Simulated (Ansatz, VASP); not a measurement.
## Ru (Ruthenium) in two plane-wave programs

Wanted: the spread between two codes on one cell, functional and k mesh. The structure shown comes from an earlier Ansatz run, which isn't shown and may have moved the atoms alone.

Program: Ansatz 0.2.0. Level of theory: plane waves, with VASP 6.6.1 beside it; elastic constants at PBEsol. Results are calculated unless marked as measured.

## 1. Set-up

The structure is hexagonal, space group P6_3/mmc (No. 194). Conventional cell: a = 2.773 Å, b = 2.773 Å, c = 4.472 Å, α = 90.00°, β = 90.00°, γ = 120.00°. Nearest to Ru lie 12 Ru at 2.75 to 2.77 Å.

## 2. Ansatz: elastic constants, PBEsol

Ansatz runs on its default PAW (the set named soft_2) files.

Elastic constants are differences of stresses under small strains, so they test the stress and the mesh.

Contents of input.yaml:

```yaml
crystal:
  lattice:
    - [2.7726954058, 0.0, 0.0]
    - [-1.3863477029, 2.4012246584, 0.0]
    - [0.0, 0.0, 4.4721724384]
  atoms:
    - { symbol: Ru, position: [0.3333333333, 0.6666666667, 0.25] }
    - { symbol: Ru, position: [0.6666666667, 0.3333333333, 0.75] }
kpoints:
  mp_grid: { grid: [18, 18, 10] }
hamiltonian:
  xc: pbesol
scf:
  occupations: { method: fermi_dirac, width: 1.0 }
output:
  forces: true
  stress: true
  eigenvalues: true
elastic:
  mode: relaxed_ion
  stencil: two_point
  amplitude: 0.01
```

Command:

```console
> ansatz run input.yaml --threads 4 --pin off --max-ram 16384MiB --backend cpu --events-out ev --progress --plain --runs-dir out
```

Numbers of over 12 decimals in the logs are rounded to 6 here.

Output:

```text
band count auto-derived: 30 (N_el = 32.0; filled up to band 16; 20 by the electrons, moments and atoms)
Engine: ansatz 0.2.0, x86_64-unknown-linux-gnu
Pseudopotentials: kind: paw
Pseudopotential: Ru, paw, valence charge 16, recommended cutoff 420 eV (normal), Ru.paw.azcp
Functional definition: PBEsol
  exchange = pbesol_x
  correlation = pbesol_c
Crystal: 2 atoms, lattice volume = 29.775 Å³
Basis set: ecut = 420 eV, 579 PW (Γ), exchange–correlation on 40×40×64 points (8 copies of the dense FFT grid, shifted against one another)
Bands: 30, of which v1, the nominal top of the filled ones, is band 16 counted from 1 (15 counted from 0)
Symmetry: 24 space group operations
Space group: P63/mmc (ITA 194), of the structure as read, at distance tolerance 3.1e-5 Å
k-points: 222 of 3240
Non-local potential: Ru, projectors of the file, l = 0: 3, l = 1: 2, l = 2: 2, l = 3: 1
PAW form: soft (Blöchl's): semilocal exchange-correlation on the pseudo side does not see the compensation charge
PAW frozen core: Ru, regenerated for the run's functional, and the local potential with it (the file was generated under x = pbe(κ = 0.804, μ = 0.219515), c = pbe(β = 0.066725))
PAW one-centre angular grid: Ru, 590 points (default); XC on 64 Gauss nodes
Initial density: superposition of atomic densities (neutral atoms: chi_scale 0, normalization atom), corrected by the library's trained network
Initial wavefunctions: pseudopotential atomic-orbital guess
Functional: x = pbesol(κ = 0.804, μ = 0.123457), c = pbesol(β = 0.046)
SCF iter   1: F=—  HF=-11636.552997 eV  |F-HF|=—  |Δ(HF+E_count)|=         —  Δρ=1.21e-2  dr2=3.57e-2  ethr=1.77e-3  ⟨swp⟩=5.4  Hψ=27591  notcnv=0
preconditioner: auto → none  [metal: Δε(μ)=0.015 eV  Ē_g=16.433 eV  σ=1.000 eV  W_gap=0.00  n_scr=8 (ndim 8)  ℏωp=27.2 eV  f_vac=0.000  D(μ)=2.37/eV (n_scr^D=22)  sad-step TF]
SCF iter   2: F=—  HF=-11636.546674 eV  |F-HF|=—  |Δ(HF+E_count)|=   6.32e-3  Δρ=6.53e-3  dr2=1.07e-2  ethr=1.11e-4  ⟨swp⟩=1.0  Hψ=8442  notcnv=0
SCF iter   3: F=—  HF=-11636.544411 eV  |F-HF|=—  |Δ(HF+E_count)|=   2.26e-3  Δρ=5.48e-4  dr2=2.62e-5  ethr=3.33e-5  ⟨swp⟩=2.7  Hψ=10730  notcnv=0
SCF iter   4: F=—  HF=-11636.544434 eV  |F-HF|=—  |Δ(HF+E_count)|=   2.23e-5  Δρ=6.95e-5  dr2=1.02e-6  ethr=8.19e-8  ⟨swp⟩=1.3  Hψ=7462  notcnv=0
SCF iter   5: F=—  HF=-11636.544433 eV  |F-HF|=—  |Δ(HF+E_count)|=   2.90e-7  Δρ=1.36e-5  dr2=2.53e-8  ethr=3.17e-9  ⟨swp⟩=2.5  Hψ=11271  notcnv=0
SCF iter   6: F=—  HF=-11636.544433 eV  |F-HF|=—  |Δ(HF+E_count)|=   3.92e-9  Δρ=4.22e-6  dr2=1.97e-9  ethr=7.92e-11  ⟨swp⟩=2.2  Hψ=10370  notcnv=0
SCF iter   7: F=—  HF=-11636.544433 eV  |F-HF|=—  |Δ(HF+E_count)|=  4.55e-10  Δρ=5.81e-7  dr2=1.49e-11  ethr=6.17e-12  ⟨swp⟩=2.1  Hψ=10297  notcnv=0
SCF iter   8: F=—  HF=-11636.544433 eV  |F-HF|=—  |Δ(HF+E_count)|=  1.46e-11  Δρ=5.23e-8  dr2=1.48e-13  ethr=4.65e-14 (applied; sched 1.00e-12)  ⟨swp⟩=3.0  Hψ=10675  notcnv=0
SCF iter   9: F=-11636.544433 eV  HF=-11636.544433 eV  |F-HF|=3.64e-12  |Δ(HF+E_count)|=    0.00e0  Δρ=3.26e-9  dr2=3.82e-16  ethr=1.00e-12  ⟨swp⟩=3.1  Hψ=16022  notcnv=0
SCF 1 converged in 9 iterations: F = -11636.544433 eV  dr2 = 3.82e-16
  greatest PAW one-centre occupation: 0.998 electrons in one spin orbital (limit 2), on the Ru atom at site 1 (counted from 0), in its partial waves of l = 0
Crystal: 2 atoms, lattice volume = 29.477 Å³
Basis set: ecut = 420 eV, 575 PW (Γ), exchange–correlation on 40×40×64 points (8 copies of the dense FFT grid, shifted against one another)
Symmetry: 8 space group operations
k-points: 546 of 3240
Initial density: handed on by an earlier stage of this run
Initial wavefunctions: pseudopotential atomic-orbital guess (no wavefunctions were taken with the density)
iter 1 solved again at ethr=8.83e-4 eV; its pass at ethr=3.10e-3 eV (dr2=2.83e-1 eV) is discarded
[...]
preconditioner: auto → none  [metal: Δε(μ)=0.002 eV  Ē_g=16.469 eV  σ=1.000 eV  W_gap=0.00  n_scr=8 (ndim 8)  ℏωp=27.4 eV  f_vac=0.000  D(μ)=2.28/eV (n_scr^D=22)]
[...]
SCF 18 converged in 9 iterations: F = -11636.543768 eV  dr2 = 1.15e-19
relax step   3: F+E_penalty+E_count = -11636.54376809 eV  Δ(F+E_penalty+E_count) = -3.340e-9 eV  max|allowed force component| = 1.164e-5 eV/Å  Δτ_max = 0.0000 Å  (9 SCF iters, accepted)
[...]
SCF iter   6: F=—  HF=-11636.543768 eV  |F-HF|=—  |Δ(HF+E_count)|=    0.00e0  Δρ=4.46e-8  dr2=1.28e-13  ethr=1.17e-15 (applied; sched 1.00e-12)  ⟨swp⟩=1.0  Hψ=25980  notcnv=0
iter 7 did not close the SCF: its close was put off for the readings that it lacked (scf_convergence_deferred on its scf_iter line)
SCF iter   7: F=-11636.543768 eV  HF=-11636.543768 eV  |F-HF|=1.82e-12  |Δ(HF+E_count)|=  1.82e-12  Δρ=2.17e-8  dr2=3.02e-14  ethr=4.00e-16 (applied; sched 1.00e-12)  ⟨swp⟩=1.0  Hψ=25980  notcnv=0
iter 8 did not close the SCF: its close was put off for the readings that it lacked (scf_convergence_deferred on its scf_iter line)
SCF iter   8: F=-11636.543768 eV  HF=-11636.543768 eV  |F-HF|=3.64e-12  |Δ(HF+E_count)|=  3.64e-12  Δρ=9.67e-9  dr2=5.98e-15  ethr=3.13e-16 (applied; sched 1.00e-12)  ⟨swp⟩=1.0  Hψ=25980  notcnv=0
iter 9 did not close the SCF: its close was put off for the readings that it lacked (scf_convergence_deferred on its scf_iter line)
SCF iter   9: F=-11636.543768 eV  HF=-11636.543768 eV  |F-HF|=0.00e0  |Δ(HF+E_count)|=  1.82e-12  Δρ=5.49e-9  dr2=1.94e-15  ethr=3.13e-16 (applied; sched 1.00e-12)  ⟨swp⟩=1.0  Hψ=25980  notcnv=0
iter 10 did not close the SCF: its close was put off for the readings that it lacked (scf_convergence_deferred on its scf_iter line)
SCF iter  10: F=-11636.543768 eV  HF=-11636.543768 eV  |F-HF|=3.64e-12  |Δ(HF+E_count)|=  1.82e-12  Δρ=5.45e-11  dr2=6.59e-19  ethr=3.13e-16 (applied; sched 1.00e-12)  ⟨swp⟩=1.0  Hψ=25980  notcnv=0
SCF iter  11: F=-11636.543768 eV  HF=-11636.543768 eV  |F-HF|=5.46e-12  |Δ(HF+E_count)|=    0.00e0  Δρ=4.05e-11  dr2=3.57e-19  ethr=1.00e-12  ⟨swp⟩=1.0  Hψ=55424  notcnv=0
SCF 19 converged in 11 iterations: F = -11636.543768 eV  dr2 = 3.57e-19
SCF converged after 9 iterations
Free energy (F): -11636.544433 eV
Harris-Foulkes:  -11636.544433 eV  (|F-HF|=3.64e-12)
Internal energy: -11629.026506 eV  (E = F + TS)
E sigma→0 (E₀):  -11632.785470 eV
Entropy (-TS):   -7.517927 eV (-3758.964 meV/atom)
Fermi energy:    21.126480 eV
--- Per-component energies (eV) ---
  E_band       = -172.621307
  E_kinetic    = 1026.085854
  E_local      = -2718.925672  (includes V_loc(G=0)·N_el)
  E_nonlocal   = 694.286773
  E_hartree    = 873.003219
  E_xc         = -375.983942
  E_vxc        = -473.410176  (∫ρ·V_xc dr)
  E_paw        = -6800.256746  (= ΣΔE_a)
  E_vpaw       = -446.664169  (= ΣTr[D̂ρ^β])
  E_aug_tail   = -0.000353  (compensation charges beyond the density's cutoff)
  E_ewald      = -4327.742231
  E_core_change = 0.506592  (= ΣΔE_core)
  E_smearing   = -7.517927  (= −TS)
  E_closure    = -0.000000  (closes the sum)
  Σ components = -11636.544433   (vs F -11636.544433, Δ=0.00e0)
--- Forces (eV/Å), atoms counted from 1 ---
  atom   1  Ru    -0.00000000     0.00000000     0.00000000
  atom   2  Ru     0.00000000    -0.00000000     0.00000000
  max |Σ_I F_I| component: 2.31e-18 eV/Å
--- Stress (GPa, compression-positive) ---
        0.000050       0.000000       0.000000
        0.000000       0.000050      -0.000000
        0.000000      -0.000000       0.001073
  P = ⅓ Tr σ = 0.0004 GPa (0.004 kbar)
--- Band table (eV; the first three rows and the last of 222) ---
  k-point 0: bands = [... 12 lower, 18.7502, 19.3126, 19.3126, 19.9354, 19.9354, 21.8054, 22.0850, 22.0850, ... 10 higher]
  k-point 1: bands = [... 12 lower, 18.7024, 19.2612, 19.2612, 20.0558, 20.0558, 21.4620, 22.0837, 22.0837, ... 10 higher]
  k-point 2: bands = [... 12 lower, 18.6143, 19.1258, 19.1258, 20.3544, 20.3544, 20.6393, 22.0597, 22.0597, ... 10 higher]
  k-point 221: bands = [... 12 lower, 18.5210, 18.5210, 19.9610, 19.9610, 22.1504, 22.1504, 28.6596, 28.6596, ... 10 higher]
--- Elastic constants: 3 strain directions × 2 members + reference (group order 24) ---
  dense FFT box of the reference and of every strained cell: 20×20×32
  strains applied: 11, 33, 23; error gains: componentwise 1.00 (the most a stress slope's error grows in a printed constant), spectral 1.41 (1 for all six strains in a standard setting)
  C = ∂σ_k/∂η_j (tension-positive GPa; Voigt order 11 22 33 23 13 12):
       321.329    145.475    119.199     -0.000      0.000      0.000
       145.475    321.329    119.199      0.000     -0.000     -0.000
       119.137    119.137    338.647      0.000     -0.000      0.000
         0.000      0.000      0.000     71.685     -0.000      0.000
        -0.000      0.000     -0.000     -0.000     71.685      0.000
         0.000      0.000     -0.000      0.000      0.000     87.927
  reference stress σ⁰ (GPa):     -0.000     -0.000     -0.001      0.000     -0.000     -0.000
  C* (energy form; C + prestress term) asymmetry max|C*_kj − C*_jk| = 6.270e-2 GPa — a small one proves nothing (zero by symmetry where the batch's group is 432, −43m or m−3m); a large one is finite-difference/SCF noise where every solve meets its electron count
  moduli (Voigt/Reuss/Hill, GPa): K = 194.33/194.30/194.31   G = 86.09/83.84/84.97   E = 222.47   ν = 0.309
  mechanically stable: yes (min eigenvalue of sym C = 71.69 GPa)
  strain η (Voigt 11):  stress-route row diagonal C_11 = 321.33 GPa, energy-path curvature d²(F+E_count+ΔE)/dδ²/Ω₀ = 321.06 GPa
         δ    σ_11 (GPa)             F (eV)   n_scf  n_hpsi   n_pw
    -1.000e-2      -3.3970      -11636.5413386      11  280798    590   relax 3 steps, max|allowed force component| 5.97e-6 eV/Å
     1.000e-2       3.0296      -11636.5415634      11  280935    602   relax 3 steps, max|allowed force component| 3.14e-6 eV/Å
  strain η (Voigt 33):  stress-route row diagonal C_33 = 338.65 GPa, energy-path curvature d²(F+E_count+ΔE)/dδ²/Ω₀ = 338.48 GPa
         δ    σ_33 (GPa)             F (eV)   n_scf  n_hpsi   n_pw
    -1.000e-2      -3.5378      -11636.5411963       8  106932    590   relax 0 steps, max|allowed force component| 5.09e-17 eV/Å
     1.000e-2       3.2351      -11636.5413827       6   84931    606   relax 0 steps, max|allowed force component| 1.39e-17 eV/Å
  strain η (Voigt 23):  stress-route row diagonal C_44 = 71.69 GPa, energy-path curvature d²(F+E_count+ΔE)/dδ²/Ω₀ = 71.73 GPa
         δ    σ_23 (GPa)             F (eV)   n_scf  n_hpsi   n_pw
    -1.000e-2      -0.7169      -11636.5437681      11  445682    596   relax 3 steps, max|allowed force component| 2.58e-6 eV/Å
     1.000e-2       0.7169      -11636.5437681      11  445667    596   relax 3 steps, max|allowed force component| 1.16e-5 eV/Å
```

(Continued in part 2 of 2.)

[Lines on the potential files, build, host, timing and source positions are cut from VASP's logs without a mark.]

[Logs are printed without paths, hosts, clocks, repeated set-up lines and the standing remarks that a program may print on its own settings, such as how far it seeks lower states.]

[Hosts, paths, dates, database ids (printed as entryN), source tags and the programs' standing remarks are cut or masked in the printed files.]
